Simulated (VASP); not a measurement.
Output of a VASP run:

### OSZICAR
```
...
DAV:  21    -0.116380099496E+03    0.18350E-04   -0.17723E-06  1088   0.112E-02    0.810E-03
DAV:  22    -0.116380107940E+03   -0.84437E-05   -0.38176E-07  1032   0.575E-03    0.438E-03
DAV:  23    -0.116380106285E+03    0.16546E-05   -0.19758E-07   996   0.403E-03    0.207E-03
DAV:  24    -0.116380107025E+03   -0.74018E-06   -0.13578E-07   969   0.231E-03
   1 F= -.11638011E+03 E0= -.11637934E+03  d E =-.116380E+03
       N       E                     dE             d eps       ncg     rms          rms(c)
DAV:   1    -0.116494436607E+03   -0.11433E+00   -0.44888E+00  1596   0.182E+01    0.977E+00
DAV:   2    -0.116393876676E+03    0.10056E+00   -0.39158E-01  1638   0.468E+00    0.235E+00
DAV:   3    -0.116363590679E+03    0.30286E-01   -0.51659E-02  1701   0.178E+00    0.129E+00
DAV:   4    -0.116359229004E+03    0.43617E-02   -0.14969E-02  1958   0.992E-01    0.965E-01
DAV:   5    -0.116356271703E+03    0.29573E-02   -0.60447E-03  1761   0.681E-01    0.455E-01
DAV:   6    -0.116358857407E+03   -0.25857E-02   -0.11186E-03  1689   0.335E-01    0.873E-02
DAV:   7    -0.116358885909E+03   -0.28502E-04   -0.12106E-03  1790   0.224E-01    0.351E-02
DAV:   8    -0.116359150660E+03   -0.26475E-03   -0.11293E-04  1728   0.104E-01    0.519E-02
DAV:   9    -0.116358975410E+03    0.17525E-03   -0.66283E-05  1815   0.684E-02    0.107E-02
DAV:  10    -0.116359115274E+03   -0.13986E-03   -0.19360E-05  1784   0.426E-02    0.405E-03
DAV:  11    -0.116359111098E+03    0.41759E-05   -0.76671E-07  1125   0.755E-03    0.146E-03
DAV:  12    -0.116359113521E+03   -0.24231E-05   -0.28348E-07   960   0.349E-03    0.260E-03
DAV:  13    -0.116359112182E+03    0.13396E-05   -0.56676E-08   912   0.201E-03    0.284E-04
DAV:  14    -0.116359110906E+03    0.12751E-05   -0.22902E-08   903   0.134E-03    0.344E-04
DAV:  15    -0.116359109853E+03    0.10532E-05   -0.33208E-09   897   0.511E-04    0.297E-04
DAV:  16    -0.116359110500E+03   -0.64675E-06   -0.55566E-09   894   0.442E-04
   2 F= -.11635911E+03 E0= -.11635829E+03  d E =0.209965E-01
       N       E                     dE             d eps       ncg     rms          rms(c)
DAV:   1    -0.116449243799E+03   -0.90134E-01   -0.19506E+00  1596   0.120E+01    0.629E+00
DAV:   2    -0.116403139831E+03    0.46104E-01   -0.16091E-01  1638   0.306E+00    0.154E+00
DAV:   3    -0.116390183725E+03    0.12956E-01   -0.22421E-02  1686   0.120E+00    0.838E-01
DAV:   4    -0.116387783805E+03    0.23999E-02   -0.59505E-03  1947   0.631E-01    0.669E-01
DAV:   5    -0.116387233028E+03    0.55078E-03   -0.25752E-03  1761   0.426E-01    0.285E-01
DAV:   6    -0.116387910611E+03   -0.67758E-03   -0.58926E-04  1680   0.232E-01    0.793E-02
DAV:   7    -0.116387948452E+03   -0.37841E-04   -0.50201E-04  1746   0.142E-01    0.295E-02
DAV:   8    -0.116387837745E+03    0.11071E-03   -0.43919E-05  1738   0.665E-02    0.405E-02
DAV:   9    -0.116387906387E+03   -0.68642E-04   -0.24058E-05  1836   0.376E-02    0.528E-03
DAV:  10    -0.116387847723E+03    0.58664E-04   -0.52097E-06  1686   0.243E-02    0.489E-03
DAV:  11    -0.116387858145E+03   -0.10422E-04   -0.59862E-07   900   0.584E-03    0.908E-04
DAV:  12    -0.116387856885E+03    0.12609E-05   -0.13210E-07   876   0.298E-03    0.178E-03
DAV:  13    -0.116387852080E+03    0.48041E-05   -0.80720E-08   879   0.221E-03    0.104E-03
DAV:  14    -0.116387856762E+03   -0.46814E-05   -0.36341E-08   855   0.210E-03    0.244E-04
DAV:  15    -0.116387856004E+03    0.75761E-06   -0.27781E-09   849   0.460E-04
   3 F= -.11638786E+03 E0= -.11638706E+03  d E =-.774898E-02
```

**OUTCAR**
```
------------------------ aborting loop because EDIFF is reached ----------------------------------------
  FORCE on cell =-STRESS in cart. coord.  units (eV):
  Direction    XX          YY          ZZ          XY          YZ          ZX
  --------------------------------------------------------------------------------------
  Total       -0.0301810     -0.0301810     -0.0372257      0.0000000     -0.0000000      0.0000000
  in kB       -1.0506058     -1.0506060     -1.2958331      0.0000000     -0.0000000      0.0000000
  external PRESSURE =      -1.1323483 kB  Pullay stress =       0.0000000 kB
  volume of cell :       46.03
      direct lattice vectors                 reciprocal lattice vectors
     3.133640259 -0.000000000  0.000000000     0.319117677  0.184242655  0.000000000
    -1.566820129  2.713812397  0.000000000     0.000000000  0.368485309  0.000000000
     0.000000000 -0.000000000  5.412218491     0.000000000  0.000000000  0.184767116
 POSITION                                       TOTAL-FORCE (eV/Angst)
 -----------------------------------------------------------------------------------
      1.56682      0.90460      4.05916        -0.000000      0.000000      0.000000
     -0.00000      1.80921      1.35305         0.000000     -0.000000      0.000000
     -1.56682      2.71381      0.00000         0.000000      0.000000      0.000000
     -0.00000     -0.00000      2.70611         0.000000      0.000000      0.000000
 -----------------------------------------------------------------------------------
    total drift:                                0.000252     -0.000145      0.000354
  FREE ENERGIE OF THE ION-ELECTRON SYSTEM (eV)
  ---------------------------------------------------
  free  energy   TOTEN  =      -116.3878560042 eV

  energy  without entropy=     -116.3854605735  energy(sigma->0) =     -116.38705753

 reached required accuracy - stopping structural energy minimisation
```
(Selected blocks of OUTCAR.)

POSCAR:
```
HfN
1
    3.1189579765     0.0000000000    -0.0000000000
   -1.5594789883     2.7010971631     0.0000000000
    0.0000000000     0.0000000000     5.3878608139
Hf N
2 2
Direct
  0.6666670000   0.3333330000   0.7500000000
  0.3333330000   0.6666670000   0.2500000000
  0.0000000000   0.0000000000   1.0000000000
  0.0000000000   0.0000000000   0.5000000000
```

Reconstruct the remaining input files.

One answer among several that fit: the input of the run itself, r2SCAN meta-GGA, plane waves, VASP's PBE PAW potentials (set 64).

**KPOINTS**
```
Automatic mesh
0
gamma
 10 10 5
```

### INCAR
```
SYSTEM=HfN
PREC=Accurate; ENCUT=520; LREAL=.FALSE.
LASPH=.TRUE.
EDIFF=1E-6; NELM=100; ALGO=Normal
LMAXMIX=6; LMIXTAU=.TRUE.
ISMEAR=1; SIGMA=0.1
METAGGA=R2SCAN
IBRION=2; NSW=60; ISIF=3
EDIFFG=-0.02
LWAVE=.FALSE.; LCHARG=.FALSE.
```

POTCAR, in this order: Hf_pv N (PBE.64 set). Program: vasp_std.

The structure comes from a computed database's HfN entry (P6_3/mmc); how it stands against other phases isn't given here. This run relaxes it. Symmetry was kept, so distortions that lower it aren't found. The start is the result of an earlier pass.
